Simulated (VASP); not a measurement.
# Zr2AgN2 (P4/mmm) in VASP: single point with PBE

Aim: the single point of Zr2AgN2 with PBE.

All numbers are computed with VASP 6.6.1; they aren't measurements. Logs are shortened: lines on timing, memory, paths and dates and some standing lists are left out, and cuts for length are marked.

### 1 The structure

It takes space group P4/mmm (No. 123, tetragonal). The conventional cell has a = 4.313 Å, b = 4.313 Å, c = 4.396 Å, α = 90.00°, β = 90.00°, γ = 90.00°. Zr (site symmetry mmm) is surrounded by 4 N at 2.28 Å. Ag (site symmetry 4/mmm) is surrounded by 8 Zr at 3.08 Å and 8 N at 3.38 Å. N (site symmetry 4mm) is surrounded by 1 N at 1.46 Å.

The cell was built by a generator and needn't be a form met in nature.

### 2 Single point, PBE

INCAR

```
SYSTEM = Zr2AgN2
ALGO = Fast
EDIFF = 1E-6
ENCUT = 520
GGA = PE
ISIF = 2
ISMEAR = 0
LASPH = .True.
LCHARG = .False.
LREAL = .False.
LWAVE = .False.
NBANDS = 30
NELM = 100
PREC = Accurate
SIGMA = 0.1
```

KPOINTS

```
k-points
0
Gamma
  10 10 10
  0 0 0
```

POSCAR

```
Zr2AgN2
1.0
    4.3126461574      0.0000000000      0.0000000000
    0.0000000000      4.3126461574      0.0000000000
    0.0000000000      0.0000000000      4.3958714405
Zr Ag N
2 1 2
Direct
    0.0000000000      0.5000000000      0.5000000000
    0.5000000000      0.0000000000      0.5000000000
    0.0000000000      0.0000000000      0.0000000000
    0.5000000000      0.5000000000      0.3338450584
    0.5000000000      0.5000000000      0.6661549416
```

Potentials or basis: VASP PAW PBE potentials, release 64 (Zr_sv, Ag, N).

Started as:

```
$ cat potpaw_PBE.64/Zr_sv/POTCAR potpaw_PBE.64/Ag/POTCAR potpaw_PBE.64/N/POTCAR > POTCAR
$ mpirun -np 1 vasp_std > vasp.out
```

OUTCAR:

```text
SYSTEM = Zr2AgN2
   EDIFF = 1E-6
   ENCUT = 520
   GGA = PE
   ISIF = 2
   ISMEAR = 0
   LASPH = .True.
   LREAL = .False.
   NELM = 100
   PREC = Accurate

 ion  position               nearest neighbor table
   1  0.000  0.500  0.500-   4 2.28   5 2.28   4 2.28   5 2.28   2 3.05   2 3.05   2 3.05   2 3.05
                             3 3.08   3 3.08   3 3.08   3 3.08
   2  0.500  0.000  0.500-   4 2.28   5 2.28   4 2.28   5 2.28   1 3.05   1 3.05   1 3.05   1 3.05
                             3 3.08   3 3.08   3 3.08   3 3.08
   3  0.000  0.000  0.000-   1 3.08   2 3.08   1 3.08   2 3.08   1 3.08   1 3.08   2 3.08   2 3.08

   4  0.500  0.500  0.334-   5 1.46   2 2.28   1 2.28   2 2.28   1 2.28
   5  0.500  0.500  0.666-   4 1.46   2 2.28   1 2.28   2 2.28   1 2.28

  LATTYP: Found a simple tetragonal cell.
 ALAT       =     4.3126461574
 C/A-ratio  =     1.0192979623

  Lattice vectors:

 A1 = (   4.3126461574,   0.0000000000,   0.0000000000)
 A2 = (   0.0000000000,   4.3126461574,   0.0000000000)
 A3 = (   0.0000000000,   0.0000000000,   4.3958714405)

Analysis of symmetry for initial positions (statically):
=====================================================================
 Subroutine PRICEL returns:
 Original cell was already a primitive cell.

 Routine SETGRP: Setting up the symmetry group for a
 simple tetragonal supercell.

 Subroutine GETGRP returns: Found 16 space group operations
 (whereof 16 operations were pure point group operations)
 out of a pool of 16 trial point group operations.

The static configuration has the point symmetry D_4h.

Analysis of symmetry for dynamics (positions and initial velocities):
=====================================================================
 Subroutine PRICEL returns:
 Original cell was already a primitive cell.

 Routine SETGRP: Setting up the symmetry group for a
 simple tetragonal supercell.

 Subroutine GETGRP returns: Found 16 space group operations
 (whereof 16 operations were pure point group operations)
 out of a pool of 16 trial point group operations.

The dynamic configuration has the point symmetry D_4h.

 Subroutine INISYM returns: Found 16 space group operations
 (whereof 16 operations are pure point group operations),
 and found     1 'primitive' translations

----------------------------------------------------------------------------------------

                                     Primitive cell

  volume of cell :      81.7584

  direct lattice vectors                    reciprocal lattice vectors
     4.312646157  0.000000000  0.000000000     0.231876199  0.000000000  0.000000000
     0.000000000  4.312646157  0.000000000     0.000000000  0.231876199  0.000000000
     0.000000000  0.000000000  4.395871440     0.000000000  0.000000000  0.227486180

  length of vectors
     4.312646157  4.312646157  4.395871440     0.231876199  0.231876199  0.227486180

  position of ions in fractional coordinates (direct lattice)
     0.000000000  0.500000000  0.500000000
     0.500000000  0.000000000  0.500000000
     0.000000000  0.000000000  0.000000000
     0.500000000  0.500000000  0.333845058
     0.500000000  0.500000000  0.666154942

  ion indices of the primitive-cell ions
   primitive index   ion index
                 1           1
                 2           2
                 3           3
                 4           4
                 5           5

----------------------------------------------------------------------------------------

 KPOINTS: k-points

Automatic generation of k-mesh.
 Grid dimensions read from file:
 generate k-points for:   10   10   10

 Generating k-lattice:

  Cartesian coordinates                     Fractional coordinates (reciprocal lattice)
     0.023187620  0.000000000  0.000000000     0.100000000  0.000000000  0.000000000
     0.000000000  0.023187620  0.000000000     0.000000000  0.100000000  0.000000000
     0.000000000  0.000000000  0.022748618     0.000000000  0.000000000  0.100000000

  Length of vectors
     0.023187620  0.023187620  0.022748618

  Shift w.r.t. Gamma in fractional coordinates (k-lattice)
     0.000000000  0.000000000  0.000000000

 Subroutine IBZKPT returns following result:
 ===========================================

 Found    126 irreducible k-points:

 Following reciprocal coordinates:
            Coordinates               Weight
  0.000000  0.000000  0.000000      1.000000
  0.100000  0.000000  0.000000      4.000000
  0.200000  0.000000  0.000000      4.000000
  0.300000  0.000000  0.000000      4.000000
  0.400000  0.000000  0.000000      4.000000
  0.500000  0.000000  0.000000      2.000000
[... 16 lines left out ...]
  0.100000  0.000000  0.100000      8.000000
  0.200000  0.000000  0.100000      8.000000
 [... further k-points ...]
   k-points           NKPTS =    126   k-points in BZ     NKDIM =    126   number of bands    NBANDS=     30
   number of dos      NEDOS =    301   number of ions     NIONS =      5
   total plane-waves  NPLWV =  36864
   dimension x,y,z NGX =    32 NGY =   32 NGZ =   36
   dimension x,y,z NGXF=    64 NGYF=   64 NGZF=   72
   ions per type =               2   1   2
   NGX,Y,Z   is equivalent  to a cutoff of  12.34, 12.34, 13.61 a.u.
   NGXF,Y,Z  is equivalent  to a cutoff of  24.67, 24.67, 27.23 a.u.
 SYSTEM =  Zr2AgN2
   PREC   = accura    normal or accurate (medium, high low for compatibility)
   ISTART =      0    job   : 0-new  1-cont  2-samecut
   ICHARG =      2    charge: 1-file 2-atom 10-const
   ISPIN  =      1    spin polarized calculation?
   LNONCOLLINEAR =      F non collinear calculations
   LSORBIT =      F    spin-orbit coupling
   LASPH  =      T    aspherical Exc in radial PAW
   ENCUT  =  520.0 eV  38.22 Ry    6.18 a.u.   8.02  8.02  8.17*2*pi/ulx,y,z
   NELM   =    100;   NELMIN=  2; NELMDL= -5     # of ELM steps
   EDIFF  = 0.1E-05   stopping-criterion for ELM
   LREAL  =      F    real-space projection
[... 7 lines left out ...]
   TEBEG  =    0.0;   TEEND  =   0.0 temperature during run
   PSTRESS=    0.0 pullay stress
   NELECT =      45.0000    total number of electrons
   NUPDOWN=      -1.0000    fix difference up-down
   EMIN   =  10.00;   EMAX   =-10.00  energy-range for DOS
   EFERMI =   0.00;   METHOD = LEGACY
   ISMEAR =     0;   SIGMA  =   0.10  broadening in eV -4-tet -1-fermi 0-gaus
   EFERMI_NEDOS =   21; number of points for ismear=-14 and -15
   IALGO  =     68    algorithm
   IMIX   =      4    mixing-type and parameters
     AMIX     =   0.40;   BMIX     =  1.00
     AMIX_MAG =   1.60;   BMIX_MAG =  1.00
  volume/ion in A,a.u.               =      16.35       110.35
  Fermi-wavevector in a.u.,A,eV,Ry     =   1.341636  2.535325 24.490322  1.799988
  Thomas-Fermi vector in A             =   2.469854
   LORBIT       =      0    0 simple, 1 ext, 2 COOP (PROOUT), +10 PAW based schemes
   GGA     = PE    functional components
   LHFCALC =     F    Hartree Fock is set to
   AEXX    =    0.0000 exact exchange contribution
   IVDW    =     0    specifies the selected vdW correction
   LEPSILON=     F    determine dielectric tensor
   LRPA    =     F    only Hartree local field effects (RPA)
 non-spin polarized calculation
 RMM-DIIS sequential band-by-band and
 Gauss-broadening in eV      SIGMA  =   0.10
  energy-cutoff  :      520.00
  volume of cell :       81.76
 maximum number of plane-waves:      2248
   NGX = 17   NGY = 17   NGZ = 17

 number of electron      44.9999990 magnetization

 Free energy of the ion-electron system (eV)
  ---------------------------------------------------
  ext. energy  EPLUGINS =         0.00000000
  ---------------------------------------------------
  free energy    TOTEN  =       -37.26280893 eV

  energy without entropy =      -37.24578530  energy(sigma->0) =      -37.25429711

 E-fermi :   7.8617     XC(G=0): -11.0564

 val. band max:        7.8528581692   @ k =   0.5000   0.5000   0.0000
 cond. band min:       7.8620680514   @ k =   0.1000   0.0000   0.0000
 fundamental gap:      0.0092098822
 Fermi energy:         7.8616605574

 k-point     1 :       0.0000    0.0000    0.0000
  band No.  band energies     occupation
      1     -41.4337      2.00000
      2     -41.2541      2.00000
      3     -19.8077      2.00000
      4     -19.8077      2.00000
      5     -19.5852      2.00000
      6     -19.3701      2.00000
[... 22 lines left out ...]
     29      12.3965      0.00000
     30      12.5462      0.00000

 k-point     2 :       0.1000    0.0000    0.0000
  band No.  band energies     occupation
      1     -41.4292      2.00000
      2     -41.2584      2.00000
      3     -19.8054      2.00000
      4     -19.7909      2.00000
      5     -19.5798      2.00000
      6     -19.3752      2.00000
[... 22 lines left out ...]
     29      12.3145      0.00000
     30      12.6518      0.00000

 k-point     3 :       0.2000    0.0000    0.0000
  band No.  band energies     occupation
      1     -41.4162      2.00000
      2     -41.2708      2.00000
      3     -19.7972      2.00000
      4     -19.7420      2.00000
      5     -19.5641      2.00000
      6     -19.3899      2.00000
[... 22 lines left out ...]
     29      12.7252      0.00000
     30      15.9580      0.00000

 k-point     4 :       0.3000    0.0000    0.0000
  band No.  band energies     occupation
      1     -41.3960      2.00000
      2     -41.2904      2.00000
      3     -19.7814      2.00000
      4     -19.6657      2.00000
      5     -19.5397      2.00000
      6     -19.4131      2.00000
[... 616 lines left out ...]
     29      12.8973      0.00000
     30      16.0263      0.00000

 k-point    23 :       0.1000    0.0000    0.1000
  band No.  band energies     occupation
      1     -41.4291      2.00000
      2     -41.2583      2.00000
      3     -19.8053      2.00000
      4     -19.7909      2.00000
      5     -19.5822      2.00000
      6     -19.3767      2.00000
[... 22 lines left out ...]
     29      12.8402      0.00000
     30      15.5467      0.00000

 k-point    24 :       0.2000    0.0000    0.1000
  band No.  band energies     occupation
      1     -41.4161      2.00000
      2     -41.2708      2.00000
      3     -19.7971      2.00000
      4     -19.7420      2.00000
      5     -19.5663      2.00000
      6     -19.3914      2.00000
[... 22 lines left out ...]
     29      12.3298      0.00000
     30      13.3254      0.00000

 [... further k-points ...]

------------------------ aborting loop because EDIFF is reached ----------------------------------------

  FORCE on cell =-STRESS in cart. coord.  units (eV):
  Direction    XX          YY          ZZ          XY          YZ          ZX
  --------------------------------------------------------------------------------------
  -------------------------------------------------------------------------------------
  Total        0.0685559      0.0685559      0.1776762      0.0000000     -0.0000000      0.0000000
  in kB        1.3434538      1.3434538      3.4818270      0.0000000     -0.0000000      0.0000000
  external PRESSURE =       2.0562448 kB  Pullay stress =       0.0000000 kB

 VOLUME and BASIS-vectors are now :
 -----------------------------------------------------------------------------
  energy-cutoff  :      520.00
  volume of cell :       81.76
      direct lattice vectors                 reciprocal lattice vectors
     4.312646157  0.000000000  0.000000000     0.231876199  0.000000000  0.000000000
     0.000000000  4.312646157  0.000000000     0.000000000  0.231876199  0.000000000
     0.000000000  0.000000000  4.395871440     0.000000000  0.000000000  0.227486180

 POSITION                                       TOTAL-FORCE (eV/Angst)
 -----------------------------------------------------------------------------------
      0.00000      2.15632      2.19794         0.000000      0.000000     -0.000000
      2.15632      0.00000      2.19794         0.000000      0.000000     -0.000000
      0.00000      0.00000      0.00000         0.000000      0.000000     -0.000000
      2.15632      2.15632      1.46754         0.000000     -0.000000     -0.143417
      2.15632      2.15632      2.92833        -0.000000     -0.000000      0.143417
 -----------------------------------------------------------------------------------
    total drift:                                0.000000      0.000000     -0.000000

  FREE ENERGIE OF THE ION-ELECTRON SYSTEM (eV)
  ---------------------------------------------------
  free  energy   TOTEN  =       -37.2628089273 eV

  energy  without entropy=      -37.2457852987  energy(sigma->0) =      -37.25429711
```

It took 5.7 min on 1 thread of Intel Xeon Platinum 8488C (Sapphire Rapids), shared host; peak memory 0.41 GiB.

What came out:

```
Free energy            : -37.2628 eV
Pressure               : 0.2 GPa
Largest force          : 0.143 eV/Å
Band gap on the k mesh : none (metal or under the smearing width)
```

Forces on the atoms (eV/Å):
```
Zr   0.000  0.000  0.000
Zr   0.000  0.000  0.000
Ag   0.000  0.000  0.000
N    0.000  0.000 -0.143
N    0.000  0.000  0.143
```
